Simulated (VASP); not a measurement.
**TiC: density of states with r2SCAN**

Crystal: TiC.

```
Ti C
1.0
     0.00000    2.16624    2.16624
     2.16624    0.00000    2.16624
     2.16624    2.16624    0.00000
Ti C
1 1
Cartesian
  0.0000 0.0000 0.0000
  2.1662 2.1662 2.1662
```

The cell was built by a generator and needn't be a form met in nature.

* Program: VASP 6.6.1
* Task: density of states
* Functional: r2SCAN
* Potentials or basis: VASP PAW PBE potentials, release 64 (Ti_sv, C)
* Cutoff: 520 eV
* k mesh: 18 × 18 × 18
* Occupations: tetrahedron
* Spin: no spin polarisation
* Further INCAR settings: ALGO = Normal; EDIFF = 1e-06; NBANDS = 15

* Pressure: 0.1 GPa
* Band gap on the k mesh: none (metal or under the smearing width)
* Valence electrons inside the program's atomic spheres: Ti 10.36; C 2.42

Levels at points of the mesh, in eV from the Fermi level:
```tsv
k point	band 4	band 5	band 6	band 7	band 8	band 9	band 10	band 11	band 12	band 13
(0.00, 0.00, 0.00)	-33.98	-13.22	0.84	0.84	0.84	1.65	1.65	1.65	1.70	1.70
(0.50, 0.00, 0.00)	-34.03	-9.72	-6.11	-3.15	-3.15	3.12	3.12	4.35	8.49	8.49
(0.50, 0.50, 0.00)	-34.15	-10.95	-3.70	-1.53	-0.17	-0.17	2.71	3.75	3.75	5.93
```

States per cell in windows of 1 eV (zero at the Fermi level; states under -8 eV left out):
```
from (eV)  total  Ti1_d  C2_p  Ti1_p  Ti1_s  C2_s  C2_d
     -8.0   0.00   0.00  0.00   0.00   0.00  0.00  0.00
     -7.0   0.00   0.00  0.00   0.00   0.00  0.00  0.00
     -6.0   0.29   0.05  0.06   0.01   0.03  0.00  0.00
     -5.0   1.03   0.20  0.24   0.05   0.07  0.01  0.00
     -4.0   1.33   0.32  0.33   0.10   0.02  0.01  0.00
     -3.0   2.12   0.77  0.55   0.07   0.01  0.01  0.00
     -2.0   0.91   0.33  0.23   0.03   0.00  0.00  0.00
     -1.0   0.33   0.11  0.09   0.01   0.00  0.00  0.00
      0.0   0.37   0.19  0.06   0.01   0.00  0.00  0.00
      1.0   0.82   0.57  0.07   0.01   0.00  0.00  0.00
      2.0   1.55   1.24  0.08   0.01   0.01  0.01  0.00
      3.0   2.39   1.96  0.16   0.01   0.02  0.01  0.00
      4.0   1.78   1.27  0.23   0.02   0.04  0.01  0.00
      5.0   1.07   0.71  0.13   0.02   0.03  0.05  0.00
      6.0   1.06   0.67  0.15   0.03   0.01  0.06  0.00
      7.0   0.85   0.50  0.18   0.02   0.00  0.03  0.00
```

It took 60 s on 4 MPI ranks on AMD EPYC 9R45 96-Core Processor (Zen 5), with other jobs on the host, peak memory 0.16 GiB a rank.

Caveat: the PAW data sets were made with another functional, which shifts forces and pressure a little; tetrahedron occupations give inexact forces and stress in metals.
